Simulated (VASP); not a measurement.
Given:

```
CELL_PARAMETERS angstrom
      6.41321     0.00000     0.00000
      0.00000     6.41321     0.00000
      0.00000     0.00000     6.41321
ATOMIC_POSITIONS crystal
  Cs 0.50000 0.50000 0.50000
  Sn 0.00000 0.00000 0.00000
  I  0.50000 0.00000 0.00000
  I  0.00000 0.50000 0.00000
  I  0.00000 0.00000 0.50000
```

The numbers are results of PBE GGA, VASP's PBE PAW potentials (set 64) (plane waves; VASP 6.6.1), not measurements. Numerical set-up: 300 eV cut-off, 3×3×3 Γ-centred mesh, Fermi-Dirac smearing of 0.010 eV, potentials Cs_sv Sn_d I.

At this cut-off the stress carries a Pulay error, which pulls relaxed volumes low.

What does the run give for the energy per atom (σ→0), pressure?

```yaml
energy per atom (σ→0): -2828 meV/atom
pressure: -1.15 GPa
```

The absolute energy has meaning only against runs of the same code, potentials and settings.

The structure comes from a computed database's CsSnI3 entry; how it stands against other phases isn't given here. The cell was not relaxed at this level.
